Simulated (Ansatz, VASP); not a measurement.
# Zn (Zinc): VASP beside Ansatz

Wanted: the spread between two codes on one cell, functional and k mesh. The cell is taken from a series of runs on this material, whose earlier steps may have relaxed, scaled, displaced or heated it; both programs get it as it stands.

Main program and level: Ansatz 0.2.0; plane waves, with VASP 6.6.1 beside it; zone-centre phonons at LDA.

## Step 1: Starting point

The structure is hexagonal, space group P6_3/mmc (No. 194). The conventional cell has a = 2.550 Å, b = 2.550 Å, c = 4.855 Å, α = 90.00°, β = 90.00°, γ = 120.00°. Nearest to Zn lie 12 Zn at 2.55 to 2.84 Å.

## Step 2: VASP: zone-centre phonons, LDA

Second derivatives magnify differences that forces hide, and they need a tight electronic threshold.

Lines of VASP's logs that name or quote its potential files are left out, and so is its time.

INCAR reads:

```
SYSTEM = Zn
PREC = Accurate
ENCUT = 500
EDIFF = 1E-08
NELM = 120
ISMEAR = 1
SIGMA = 0.2
LREAL = .FALSE.
ALGO = Normal
GGA = CA
NBANDS = 18
LORBIT = 11
LWAVE = .FALSE.
LCHARG = .FALSE.
ISIF = 2
IBRION = 8
LASPH = .TRUE.
GGA_COMPAT = .FALSE.
KPAR = 2
```

POSCAR reads:

```
Zn
1.0
    2.5503256208      0.0000000000      0.0000000000
   -1.2751628104      2.2086467756      0.0000000000
    0.0000000000      0.0000000000      4.8546608673
Zn
2
Direct
    0.3333333333      0.6666666667      0.2500000000
    0.6666666667      0.3333333333      0.7500000000
```

KPOINTS reads:

```
Automatic mesh
0
Gamma
18 18 10
0 0 0
```

The projector-augmented-wave data sets are Zn (LDA family, release 64).

The run is started by

```sh
> mpirun -np 2 vasp_std
```

Numbers of over 12 decimals in the logs are rounded to 6 here.

Log:

```text
[banner, memory and clock lines left out]
running    2 mpi-ranks, on    1 nodes
 distrk:  each k-point on    1 cores,    2 groups
 distr:  one band on    1 cores,    1 groups

 POSCAR found type information on POSCAR Zn
 POSCAR found :  1 types and       2 ions
 LDA part: xc-table for (Slater(with rela. corr.)+CA(PZ))
 , standard interpolation
 POSCAR, INCAR and KPOINTS ok, starting setup
 FFT: planning ... GRIDC
 FFT: planning ... GRID_SOFT
 FFT: planning ... GRID
 WAVECAR not read
 entering main loop
       N       E                     dE             d eps       ncg     rms          rms(c)
DAV:   1     0.102680280762E+03    0.10268E+03   -0.12252E+04  8360   0.212E+03
DAV:   2    -0.430139108498E-01   -0.10272E+03   -0.99983E+02  8016   0.293E+02
DAV:   3    -0.406357269977E+01   -0.40206E+01   -0.40071E+01  9018   0.668E+01
DAV:   4    -0.408400784312E+01   -0.20435E-01   -0.20429E-01  8784   0.481E+00
DAV:   5    -0.408403525656E+01   -0.27413E-04   -0.27413E-04  8680   0.157E-01    0.515E+00
DAV:   6    -0.379110825094E+01    0.29293E+00   -0.11286E+00  8636   0.238E+01    0.360E+00
DAV:   7    -0.376856405397E+01    0.22544E-01   -0.46572E-02 10146   0.387E+00    0.180E+00
DAV:   8    -0.375850107059E+01    0.10063E-01   -0.32430E-03 10924   0.817E-01    0.555E-02
DAV:   9    -0.375846718142E+01    0.33889E-04   -0.30247E-04 10262   0.212E-01    0.303E-02
DAV:  10    -0.375847024402E+01   -0.30626E-05   -0.20243E-05  8560   0.411E-02    0.265E-03
DAV:  11    -0.375847021632E+01    0.27695E-07   -0.67201E-07  8740   0.104E-02    0.214E-03
DAV:  12    -0.375847022362E+01   -0.73001E-08   -0.16361E-08  6942   0.175E-03
   1 F= -.37584702E+01 E0= -.37586157E+01  d E =0.436421E-03
 Linear response reoptimize wavefunctions to high precision
DAV:   1    -0.375847021599E+01    0.76334E-08   -0.37876E-08  8580   0.405E-03
DAV:   2    -0.375847021604E+01   -0.50932E-10   -0.62452E-10  5032   0.232E-04
 Linear response DOF=           2
 Linear response progress:
  Degree of freedom:   1/  2
       N       E                     dE             d eps       ncg     rms          rms(c)
RMM:   1    -0.200558646709E+00   -0.20056E+00   -0.14799E-03 47828   0.187E+00
RMM:   2    -0.200338428859E+00    0.22022E-03   -0.93424E-04 52086   0.315E-01    0.539E-02
RMM:   3    -0.199953415911E+00    0.38501E-03   -0.52884E-05 62766   0.574E-02    0.302E-02
RMM:   4    -0.199577876581E+00    0.37554E-03   -0.47217E-05 61184   0.532E-02    0.264E-03
RMM:   5    -0.199590949927E+00   -0.13073E-04   -0.65969E-07 64761   0.535E-03    0.132E-03
RMM:   6    -0.199590953052E+00   -0.31248E-08   -0.47710E-08 64851   0.133E-03    0.153E-04
 first order change of Fermi-energy  -0.13078E-04
 force on displaced ion       1 direction 1 :  -0.608   0.000   0.000
 Linear response progress:
  Degree of freedom:   2/  2
       N       E                     dE             d eps       ncg     rms          rms(c)
RMM:   1    -0.227205189221E+00   -0.22721E+00   -0.56705E-03 16571   0.213E+00
RMM:   2    -0.224035993600E+00    0.31692E-02   -0.15753E-03 16701   0.541E-01    0.548E-02
RMM:   3    -0.224023564762E+00    0.12429E-04   -0.79316E-05 21092   0.802E-02    0.316E-02
RMM:   4    -0.223975489955E+00    0.48075E-04   -0.71231E-05 21035   0.333E-02    0.529E-03
RMM:   5    -0.223970246109E+00    0.52438E-05   -0.17718E-05 21676   0.675E-03    0.148E-03
RMM:   6    -0.223973110927E+00   -0.28648E-05   -0.59401E-06 21737   0.178E-03    0.297E-04
RMM:   7    -0.223973598092E+00   -0.48716E-06   -0.15278E-06 20779   0.600E-04    0.812E-05
RMM:   8    -0.223973303701E+00    0.29439E-06   -0.68214E-07 20395   0.189E-04    0.393E-05
RMM:   9    -0.223972715475E+00    0.58823E-06   -0.30870E-07 21977   0.783E-05    0.501E-06
RMM:  10    -0.223972737303E+00   -0.21828E-07   -0.12552E-07 21305   0.308E-05    0.174E-06
RMM:  11    -0.223972724266E+00    0.13037E-07   -0.60181E-08 18363   0.199E-05    0.505E-07
RMM:  12    -0.223972722438E+00    0.18276E-08   -0.25061E-08 12635   0.160E-05    0.956E-08
 first order change of Fermi-energy   0.16254E-04
 force on displaced ion       1 direction 3 :  -0.000   0.000  -2.519
 Linear response finished
```

Parts of OUTCAR (step 2):

```text
ion  position               nearest neighbor table
   1  0.333  0.667  0.250-   2 2.84   2 2.84   2 2.84   2 2.84   2 2.84   2 2.84
   2  0.667  0.333  0.750-   1 2.84   1 2.84   1 2.84   1 2.84   1 2.84   1 2.84

  LATTYP: Found a hexagonal cell.
 ALAT       =     2.5503256208
 C/A-ratio  =     1.9035455033

 Subroutine GETGRP returns: Found 24 space group operations
 (whereof 12 operations were pure point group operations)

The static configuration has the point symmetry D_3d.
 The point group associated with its full space group is D_6h.

 Found    222 irreducible k-points:

   k-points           NKPTS =    222   k-points in BZ     NKDIM =    222   number of bands    NBANDS=     18

   dimension x,y,z NGX =    20 NGY =   20 NGZ =   36
   dimension x,y,z NGXF=    40 NGYF=   40 NGZF=   72

   ENCUT  =  500.0 eV  36.75 Ry    6.06 a.u.   4.65  4.65  8.85*2*pi/ulx,y,z

   NELECT =      24.0000    total number of electrons

 k-points in reciprocal lattice and weights: Automatic mesh
   0.00000000  0.00000000  0.00000000       0.000
   0.05555556  0.00000000  0.00000000       0.002
   0.11111111  0.00000000  0.00000000       0.002
   0.16666667  0.00000000  0.00000000       0.002
   0.22222222  0.00000000  0.00000000       0.002
   0.27777778  0.00000000  0.00000000       0.002
   0.33333333  0.00000000  0.00000000       0.002
   0.38888889  0.00000000  0.00000000       0.002
   0.44444444  0.00000000  0.00000000       0.002
[...]
0.33333333  0.27777778  0.50000000       0.004
   0.33333333  0.33333333  0.50000000       0.001

 average (electrostatic) potential at core
       1 -37.5159       2 -37.5159

  Total        0.1664446      0.1664446      0.0823991      0.0000000      0.0000000      0.0000000
  in kB        9.7521309      9.7521309      4.8278314      0.0000000      0.0000000      0.0000000
  external PRESSURE =       8.1106977 kB  Pullay stress =       0.0000000 kB

  energy-cutoff  :      500.00
  volume of cell :       27.35
      direct lattice vectors                 reciprocal lattice vectors
     2.550325621  0.000000000  0.000000000     0.392106793  0.226382962  0.000000000
    -1.275162810  2.208646776  0.000000000     0.000000000  0.452765925  0.000000000
     0.000000000  0.000000000  4.854660867     0.000000000  0.000000000  0.205987612

 POSITION                                       TOTAL-FORCE (eV/Angst)
 -----------------------------------------------------------------------------------
     -0.00000      1.47243      1.21367        -0.000000      0.000000      0.000000
      1.27516      0.73622      3.64100         0.000000     -0.000000      0.000000
 -----------------------------------------------------------------------------------
    total drift:                               -0.000000      0.000000      0.000000

 Eigenvectors and eigenvalues of the dynamical matrix
 ----------------------------------------------------

   1 f  =    4.338953 THz    27.262444 2PiTHz  144.731886 cm-1    17.944459 meV
             X         Y         Z           dx          dy          dz
     -0.000000  1.472431  1.213665     0.000000    0.000000    0.707107
      1.275163  0.736216  3.640996    -0.000000   -0.000000   -0.707107

   2 f  =    2.131362 THz    13.391743 2PiTHz   71.094585 cm-1     8.814601 meV
             X         Y         Z           dx          dy          dz
     -0.000000  1.472431  1.213665     0.000000    0.707107    0.000000
      1.275163  0.736216  3.640996    -0.000000   -0.707107    0.000000

   3 f  =    2.131362 THz    13.391743 2PiTHz   71.094585 cm-1     8.814601 meV
             X         Y         Z           dx          dy          dz
     -0.000000  1.472431  1.213665     0.707107   -0.000000   -0.000000
      1.275163  0.736216  3.640996    -0.707107    0.000000   -0.000000

   4 f  =    0.000000 THz     0.000000 2PiTHz    0.000000 cm-1     0.000000 meV
             X         Y         Z           dx          dy          dz
     -0.000000  1.472431  1.213665     0.204407    0.506405   -0.449190
      1.275163  0.736216  3.640996     0.204407    0.506405   -0.449190

   5 f/i=    0.000000 THz     0.000000 2PiTHz    0.000001 cm-1     0.000000 meV
             X         Y         Z           dx          dy          dz
     -0.000000  1.472431  1.213665     0.674872   -0.116006    0.176323
      1.275163  0.736216  3.640996     0.674872   -0.116006    0.176323

   6 f/i=    0.000000 THz     0.000000 2PiTHz    0.000002 cm-1     0.000000 meV
             X         Y         Z           dx          dy          dz
     -0.000000  1.472431  1.213665    -0.052584    0.479684    0.516854
      1.275163  0.736216  3.640996    -0.052584    0.479684    0.516854

 ELASTIC MODULI CONTR FROM IONIC RELAXATION (kBar)
 Direction    XX          YY          ZZ          XY          YZ          ZX
 --------------------------------------------------------------------------------
 XX          -1.1870      1.1870      0.0000      0.0000      0.0000      0.0000
 YY           1.1870     -1.1870     -0.0000     -0.0000      0.0000      0.0000
 ZZ           0.0000     -0.0000     -0.0000      0.0000      0.0000      0.0000
 XY           0.0000     -0.0000      0.0000     -1.1870      0.0000      0.0000
 YZ           0.0000      0.0000      0.0000      0.0000      0.0000      0.0000
 ZX           0.0000      0.0000      0.0000      0.0000      0.0000      0.0000
 --------------------------------------------------------------------------------
```

Energies printed during the response cycles are not total energies of the cell.

## Step 3: Ansatz: zone-centre phonons, LDA

Ansatz runs on its PAW soft_1 files.

The same cell, functional (in two slightly different forms), mesh and smearing now go to Ansatz, which takes its cutoff from its data sets.

input.yaml reads:

```yaml
crystal:
  lattice:
    - [2.5503256208, 0.0, 0.0]
    - [-1.2751628104, 2.2086467756, 0.0]
    - [0.0, 0.0, 4.8546608673]
  atoms:
    - { symbol: Zn, position: [0.3333333333, 0.6666666667, 0.25] }
    - { symbol: Zn, position: [0.6666666667, 0.3333333333, 0.75] }
kpoints:
  mp_grid: { grid: [18, 18, 10] }
hamiltonian:
  xc: lda
  pseudopotentials: { kind: paw, azcp: { folder: soft_1 }, xc_functional: pbe }
scf:
  occupations: { method: methfessel_paxton, width: 0.2 }
output:
  eigenvalues: true
phonons:
  method: dfpt
```

The run is started by

```sh
> ansatz run input.yaml --threads 4 --pin off --max-ram 10240MiB --backend cpu --events-out ev --progress --plain --runs-dir out
```

Log:

```text
zone centre: on kpoints.mp_grid the ground state, and the responses unless they are solved on pairs of k-points, stand on 546 of the mesh's 3240 k-points, reduced under 4 symmetry operations, with k and −k counted as one. Each operation leaves every solved displacement unchanged or reverses it
Engine: ansatz 0.2.0, aarch64-unknown-linux-gnu
Pseudopotentials: kind: paw
Pseudopotential: Zn, paw, valence charge 12, recommended cutoff 420 eV (normal), soft_1/Zn.paw.azcp
Functional definition: SPW92
  exchange = slater_x
  correlation = pw_c
Crystal: 2 atoms, lattice volume = 27.345 Å³
Basis set: ecut = 420 eV, 527 PW (Γ), exchange–correlation on 36×36×72 points (8 copies of the dense FFT grid, shifted against one another)
Bands: 16, of which v1, the nominal top of the filled ones, is band 12 counted from 1 (11 counted from 0)
Symmetry: 24 space group operations
k-points: 546 of 3240 (irreducible under 4 space group operations, time reversal used)
Non-local potential: Zn, projectors of the file, l = 0: 2, l = 1: 2, l = 2: 3, l = 3: 1
PAW form: soft (Blöchl's): semilocal exchange-correlation on the pseudo side does not see the compensation charge
PAW frozen core: Zn, regenerated for the run's functional, and the local potential with it (the file was generated under x = pbe(κ = 0.804, μ = 0.219515), c = pbe(β = 0.066725))
PAW one-centre angular grid: Zn, 590 points (default); XC on 64 Gauss nodes
Initial density: superposition of atomic densities (chi_scale 0.1, normalization cell)
Initial wavefunctions: pseudopotential atomic-orbital guess
Functional: x = slater, c = lda
SCF iter   1: F=—  HF=-6492.859745 eV  |F-HF|=—  |Δ(HF+E_count)|=         —  Δρ=7.34e-2  dr2=1.05e0  ethr=3.10e-3  ⟨swp⟩=5.7  Hψ=52180  notcnv=0
preconditioner: auto → none  [metal: Δε(μ)=0.077 eV  Ē_g=13.125 eV  σ=0.200 eV  W_gap=0.30  n_scr=4 (ndim 8)  ℏωp=34.8 eV  f_vac=0.000  D(μ)=0.21/eV (n_scr^D=0)  sad-step TF]
SCF iter   2: F=—  HF=-6492.592314 eV  |F-HF|=—  |Δ(HF+E_count)|=   2.67e-1  S|Δr|=    0.00e0  Δρ=2.42e-2  dr2=7.38e-2  ethr=3.10e-3  ⟨swp⟩=2.0  Hψ=21594  notcnv=0  defer=7
SCF iter   3: F=—  HF=-6492.533676 eV  |F-HF|=—  |Δ(HF+E_count)|=   5.86e-2  S|Δr|=    0.00e0  Δρ=1.07e-2  dr2=2.20e-2  ethr=3.08e-4  ⟨swp⟩=2.0  Hψ=20299  notcnv=0  defer=7
SCF iter   4: F=—  HF=-6492.531007 eV  |F-HF|=—  |Δ(HF+E_count)|=   2.67e-3  S|Δr|=    0.00e0  Δρ=5.35e-3  dr2=2.31e-3  ethr=9.17e-5  ⟨swp⟩=2.0  Hψ=14342  notcnv=0  defer=7
SCF iter   5: F=—  HF=-6492.532163 eV  |F-HF|=—  |Δ(HF+E_count)|=   1.16e-3  S|Δr|=    0.00e0  Δρ=6.75e-4  dr2=3.50e-5  ethr=9.63e-6  ⟨swp⟩=2.0  Hψ=15641  notcnv=0  defer=7
SCF iter   6: F=—  HF=-6492.532180 eV  |F-HF|=—  |Δ(HF+E_count)|=   1.75e-5  S|Δr|=    0.00e0  Δρ=6.86e-5  dr2=3.81e-7  ethr=1.46e-7  ⟨swp⟩=2.0  Hψ=15265  notcnv=0  defer=7
SCF iter   7: F=—  HF=-6492.532181 eV  |F-HF|=—  |Δ(HF+E_count)|=   4.43e-7  S|Δr|=    0.00e0  Δρ=2.81e-6  dr2=9.76e-10  ethr=1.59e-9  ⟨swp⟩=2.0  Hψ=15120  notcnv=0  defer=7
SCF iter   8: F=-6492.532181 eV  HF=-6492.532181 eV  |F-HF|=0.00e0  |Δ(HF+E_count)|=  2.14e-10  S|Δr|=    0.00e0  Δρ=1.43e-7  dr2=1.92e-12  ethr=1.00e-12  ⟨swp⟩=5.6  Hψ=53553  notcnv=0
SCF 1 converged in 8 iterations: F = -6492.532181 eV  dr2 = 1.92e-12
  greatest PAW one-centre occupation: 0.982 electrons in one spin orbital (limit 2), on the Zn atom at site 1 (counted from 0), in its partial waves of l = 2
DFPT response loops at Γ: preconditioner auto → Kerker (q_TF=auto, 2.670 Å⁻¹) (partly filled bands, converged f_vac=0.000); β = 1.00, the filter's whole step (`scf.mixing.beta` (0.50) is not read by the response loops under this deck's `scf.mixing.preconditioner`; to damp them name `kerker` or `kerker_dos`, under which they read `scf.mixing.beta`, and type it under 1.00, their step now; both keys bind the ground state too); Broyden in place of MSR1
SCF converged after 8 iterations
Stability not checked: this state was not tested for a lower state beside it, because cold or Methfessel-Paxton smearing, or corrected tetrahedra, fill the levels in a way that the test cannot read (fill_not_monotonic; see scf.lower_state_search)
Free energy (F): -6492.532181 eV
Harris-Foulkes:  -6492.532181 eV  (|F-HF|=0.00e0)
Internal energy: -6492.532565 eV  (E = F + TS)
E sigma→0 (E₀):  -6492.532277 eV
Entropy (-TS):   0.000385 eV (0.192 meV/atom)
Fermi energy:    12.238050 eV
--- Per-component energies (eV) ---
  E_band       = 117.956225
  E_kinetic    = 299.334890
  E_local      = -3392.014401  (includes V_loc(G=0)·N_el)
  E_nonlocal   = 1636.830732
  E_hartree    = 1258.862534
  E_xc         = -157.983243
  E_vxc        = -106.427430  (∫ρ·V_xc dr)
  E_paw        = -3645.824229  (= ΣΔE_a)
  E_vpaw       = -837.492223  (= ΣTr[D̂ρ^β])
  E_aug_tail   = -0.000413  (compensation charges beyond the density's cutoff)
  E_ewald      = -2494.852723
  E_core_change = 3.114287  (= ΣΔE_core)
  E_smearing   = 0.000385  (= −TS)
  E_closure    = -0.000000  (closes the sum)
  Σ components = -6492.532181   (vs F -6492.532181, Δ=0.00e0)
--- Band table (eV; the first three rows and the last of 546) ---
  k-point 0: bands = [... 8 lower, 4.7322, 4.9584, 4.9584, 7.9816, 8.9664, 25.7818, 29.7827, 31.4401]
  k-point 1: bands = [... 8 lower, 4.7396, 4.9543, 4.9543, 7.1343, 9.9547, 24.6860, 30.9204, 31.5039]
  k-point 2: bands = [... 8 lower, 4.7602, 4.9421, 4.9421, 6.0863, 11.4327, 22.7180, 31.6923, 31.6923]
  k-point 545: bands = [... 8 lower, 5.0112, 5.0112, 9.4044, 9.4044, 16.6186, 16.6186, 18.2915, 18.2915]
--- Phonons (Γ-DFPT): 2 representative perturbations + reference, on 546 of 3240 k-points (Σ response iterations 7) ---
  k mesh reduced under 4 symmetry operations, with k and −k counted as one. Each operation leaves every solved displacement unchanged or reverses it
  ASR residual: 5.718e-5 → 0.000e0 eV/Å²; symmetrization residual: 1.759e-13 eV/Å²
  ASR residual per site (eV/Å²): 5.72e-5 5.72e-5
  Γ frequencies (cm⁻¹): 0.00 0.00 0.00 74.76 74.76 141.67
  non-analytic LO–TO correction: not included (Born effective charges unavailable; polar crystals: no LO–TO splitting at Γ)
```

## Step 4: Comparison

Known differences besides the potentials themselves: the two LDA forms differ slightly; the cutoff is 420 eV in Ansatz and 500 eV in VASP; VASP's log shows a relativistic correction to its local exchange, Ansatz's none. Total energies have different zeros and are not compared.

Both answers:

```
                  quantity  Ansatz   VASP  difference
optical mode 1 to 2 (cm⁻¹)    74.8   71.1     +5.16 %
     optical mode 3 (cm⁻¹)   141.7  144.7     -2.12 %
```

Modes are paired by rising frequency, not by their patterns, so a pair may set unlike modes beside each other; they are those without the splitting of longitudinal modes.

## Step 5: What came out

```yaml
r_m_s_difference_of_the_optical_zone_centre_modes_each_program_s_sorted_by_frequency_zone_centre_phonons_lda: 3.5 cm⁻¹
difference_in_optical_mode_1_to_2_zone_centre_phonons_lda: +5.2 %
```

In words: The r.m.s. difference of the optical zone-centre modes, each program's sorted by frequency is 3.5 cm⁻¹ (zone-centre phonons, LDA). Among the rows given in per cent, the largest difference of the zone-centre phonons, LDA pair is in optical mode 1 to 2, +5.2 %. Such differences can come from data sets, numerical settings and the points named under the comparisons, not from the functional's error against experiment.

[Lines on the potential files, build, host, timing and source positions are cut from VASP's logs without a mark.]

[Logs are printed without paths, hosts, clocks, repeated set-up lines and the standing remarks that a program may print on its own settings, such as how far it seeks lower states.]

[Hosts, paths, dates, database ids (printed as entryN), source tags and the programs' standing remarks are cut or masked in the printed files.]
